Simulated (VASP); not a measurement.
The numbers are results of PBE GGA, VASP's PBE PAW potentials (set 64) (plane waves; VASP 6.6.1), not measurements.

The input files of a VASP run:

INCAR:
```
# general
SYSTEM   =  BaTiO3
PREC     =  Accurate
ENCUT    =  620
LREAL    =  F
LASPH    =  T

# electronic loop
EDIFF    =  1E-6
NELM     =  100
ALGO     =  Normal
LMAXMIX  =  4

# smearing
ISMEAR   =  0
SIGMA    =  0.05

# functional
GGA      =  PE

# ions
IBRION   =  2
NSW      =  40
ISIF     =  3
EDIFFG   =  -0.02
PSTRESS  =  200

# output
LWAVE    =  F
LCHARG   =  F
```

KPOINTS:
```
Regular mesh
0
Gamma
 6 6 6
0 0 0
```

**POSCAR**
```
BaTiO3
1
    3.9002906887     0.0000000000     0.0000000000
    0.0000000000     3.9002906887     0.0000000000
    0.0000000000    -0.0000000000     3.9045460569
Ba Ti O
1 1 3
Direct
  0.0000000000   1.0000000000   0.9936973537
  0.5000000000   0.5000000000   0.4968076129
  0.5000000000   0.5000000000   0.9907062202
  0.0000000000   0.5000000000   0.4913944066
  0.5000000000   0.0000000000   0.4913944066
```

POTCAR, in this order: Ba_sv Ti_sv O (PBE.64 set). Program: vasp_std.

Output of the run:

OSZICAR:
```
       N       E                     dE             d eps       ncg     rms          rms(c)
DAV:   1     0.503539655911E+03    0.50354E+03   -0.23943E+04  1920   0.209E+03
DAV:   2     0.745691144427E+01   -0.49608E+03   -0.48631E+03  2312   0.537E+02
DAV:   3    -0.478208232799E+02   -0.55278E+02   -0.53046E+02  2760   0.160E+02
DAV:   4    -0.502511726407E+02   -0.24303E+01   -0.24290E+01  2792   0.319E+01
DAV:   5    -0.503212000896E+02   -0.70027E-01   -0.70024E-01  2648   0.412E+00    0.256E+01
DAV:   6    -0.395919377365E+02    0.10729E+02   -0.69397E+01  2784   0.813E+01    0.104E+01
DAV:   7    -0.397043927869E+02   -0.11246E+00   -0.93718E+00  2448   0.231E+01    0.709E+00
DAV:   8    -0.396399244748E+02    0.64468E-01   -0.12258E+00  2584   0.114E+01    0.227E+00
DAV:   9    -0.396381566850E+02    0.17678E-02   -0.23398E-01  2360   0.413E+00    0.881E-01
DAV:  10    -0.396402705728E+02   -0.21139E-02   -0.11303E-01  2472   0.239E+00    0.824E-01
DAV:  11    -0.396325340535E+02    0.77365E-02   -0.60343E-02  2712   0.190E+00    0.163E-01
DAV:  12    -0.396322455900E+02    0.28846E-03   -0.25390E-03  2304   0.502E-01    0.461E-02
DAV:  13    -0.396324412501E+02   -0.19566E-03   -0.22056E-03  2744   0.385E-01    0.117E-01
DAV:  14    -0.396322455873E+02    0.19566E-03   -0.81613E-04  2648   0.220E-01    0.161E-02
DAV:  15    -0.396322450416E+02    0.54572E-06   -0.38893E-05  2384   0.395E-02    0.553E-03
DAV:  16    -0.396322447438E+02    0.29783E-06   -0.19280E-06  1624   0.102E-02
   1 F= -.32217710E+02 E0= -.32217710E+02  d E =-.322177E+02
```

**OUTCAR**
```
------------------------ aborting loop because EDIFF is reached ----------------------------------------
  FORCE on cell =-STRESS in cart. coord.  units (eV):
  Direction    XX          YY          ZZ          XY          YZ          ZX
  --------------------------------------------------------------------------------------
  Total        7.3984048      7.3984048      7.3266743      0.0000000      0.0000000      0.0000000
  in kB      199.5649040    199.5649040    197.6300428      0.0000000      0.0000000      0.0000000
  external PRESSURE =      -1.0800498 kB  Pullay stress =     200.0000000 kB
  volume of cell :       59.40
      direct lattice vectors                 reciprocal lattice vectors
     3.900290689  0.000000000  0.000000000     0.256391146  0.000000000  0.000000000
     0.000000000  3.900290689  0.000000000     0.000000000  0.256391146  0.000000000
     0.000000000  0.000000000  3.904546057     0.000000000  0.000000000  0.256111718
 POSITION                                       TOTAL-FORCE (eV/Angst)
 -----------------------------------------------------------------------------------
      0.00000      0.00000      3.87994         0.000000     -0.000000      0.003683
      1.95015      1.95015      1.93981         0.000000      0.000000     -0.018969
      1.95015      1.95015      3.86826         0.000000      0.000000      0.019583
      0.00000      1.95015      1.91867         0.000000     -0.000000     -0.002148
      1.95015      0.00000      1.91867         0.000000     -0.000000     -0.002148
 -----------------------------------------------------------------------------------
    total drift:                                0.000000     -0.000000      0.000523
  FREE ENERGIE OF THE ION-ELECTRON SYSTEM (eV)
  ---------------------------------------------------
  free  energy   TOTEN  =       -39.6322447438 eV

  energy  without entropy=      -39.6322447438  energy(sigma->0) =      -39.63224474
  enthalpy is  TOTEN    =       -32.2177098105 eV   P V=        7.4145349333

 reached required accuracy - stopping structural energy minimisation
```
(Selected blocks of OUTCAR.)

**OUTCAR**
```
 val. band max:        4.4480303164   @ k =   0.5000   0.5000   0.5000

 cond. band min:       6.3425238396   @ k =   0.0000   0.0000   0.0000


 Fermi energy:         4.6548612989

 k-point     1 :       0.0000    0.0000    0.0000
  band No.  band energies     occupation
      1     -51.8606      2.00000
      2     -28.1199      2.00000
      3     -28.1190      2.00000
      4     -28.1190      2.00000
      5     -20.2158      2.00000
      6     -12.6103      2.00000
      7     -11.9735      2.00000
      8     -11.9721      2.00000
      9      -5.4131      2.00000
     10      -5.4091      2.00000
     11      -5.4091      2.00000
     12       2.2051      2.00000
     13       2.2077      2.00000
     14       2.2077      2.00000
     15       3.2218      2.00000
     16       3.2218      2.00000
     17       3.2225      2.00000
     18       4.3737      2.00000
     19       4.3740      2.00000
     20       4.3740      2.00000
     21       6.3425      0.00000
     22       6.3520      0.00000
     23       6.3520      0.00000
     24       8.8916      0.00000

 k-point     2 :       0.1667    0.0000    0.0000
  band No.  band energies     occupation
      1     -51.8602      2.00000
      2     -28.1386      2.00000
      3     -28.1191      2.00000
      4     -28.1182      2.00000
      5     -20.1714      2.00000
      6     -12.6628      2.00000
      7     -11.9608      2.00000
      8     -11.9218      2.00000
      9      -5.3606      2.00000
     10      -5.3566      2.00000
     11      -5.2613      2.00000
     12       1.6980      2.00000
     13       2.0884      2.00000
     14       2.0922      2.00000
     15       2.9052      2.00000
     16       2.9156      2.00000
     17       2.9594      2.00000
     18       3.7012      2.00000
     19       4.1669      2.00000
     20       4.1721      2.00000
     21       6.3984      0.00000
     22       6.9354      0.00000
     23       6.9366      0.00000
     24       8.9011      0.00000
...
```

Unless said otherwise, spin-orbit coupling is left out, though it shifts the bands of the heavy elements here.

The compound is BaTiO3 in the tetragonal perovskite structure. It was relaxed first under an external pressure of 20 GPa.
